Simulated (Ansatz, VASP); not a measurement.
Two plane-wave programs on Si

The input INCAR:

```
SYSTEM = Si
PREC     = Accurate       ! precision mode
ENCUT    = 520            ! plane-wave cutoff, eV
EDIFF    = 1E-7           ! SCF threshold, eV
ISMEAR   = 0              ! smearing method
SIGMA    = 0.05           ! smearing width, eV
LREAL    = .False.        ! projectors in reciprocal space
LASPH    = .True.         ! aspherical terms in the spheres
NELM     = 60             ! most SCF steps
ALGO     = Normal         ! electronic algorithm
ISIF     = 2              ! what is computed and relaxed
LWAVE    = .False.        ! write WAVECAR
LCHARG   = .False.        ! write CHGCAR
NBANDS   = 11             ! bands
```

File KPOINTS:

```
regular mesh
0
Gamma
  12 12 12
  0 0 0
```

POSCAR

```
Si
1.0
    0.0000000000      2.8697210673      2.3921994817
    2.8697210673      0.0000000000      2.3921994817
    2.8697210673      2.8697210673      0.0000000000
Si
2
Direct
    0.5000000000      0.5000000000      0.5000000000
    0.7500000000      0.7500000000      0.7500000000
```

Input for Ansatz:

```yaml
crystal:
  lattice:
    - [0.0, 2.8697210673, 2.3921994817]
    - [2.8697210673, 0.0, 2.3921994817]
    - [2.8697210673, 2.8697210673, 0.0]
  atoms:
    - { symbol: Si, position: [0.5, 0.5, 0.5] }
    - { symbol: Si, position: [0.75, 0.75, 0.75] }
basis:
  ecutwfc: 420
kpoints:
  mp_grid: { grid: [12, 12, 12] }
hamiltonian:
  xc: lda
  pseudopotentials: { kind: paw, azcp: { folder: soft_1 } }
scf:
  occupations: { method: gaussian, width: 0.05 }
output:
  forces: true
  stress: true
  eigenvalues: true
```

Alike in both runs: task single point; functional LDA; k mesh 12 × 12 × 12; occupations gaussian, width 0.05 eV; no spin polarisation.

```csv
,VASP,Ansatz
version,VASP 6.6.1,Ansatz 0.2.0
potentials or method,"VASP PAW LDA potentials, release 64 (Si)","scalar-relativistic, plane waves, PAW"
plane-wave cutoff (eV),520,420
valence electrons in the cell,8,8
```

Ansatz gave:

| Property | Result |
| --- | --- |
| gap on the k mesh at the Fermi level (eV) | none |
| pressure (GPa) | -1.4 |
| largest component of the traceless stress (GPa) | 7.14 |

Q: Which values does VASP return?

A: gap on the k mesh at the Fermi level (eV): none; pressure (GPa): -1.4; largest component of the traceless stress (GPa): 7.13.

A gap of «none» marks a metal or a gap that the smearing closes. Ansatz warned: «pseudo_functional_mismatch».
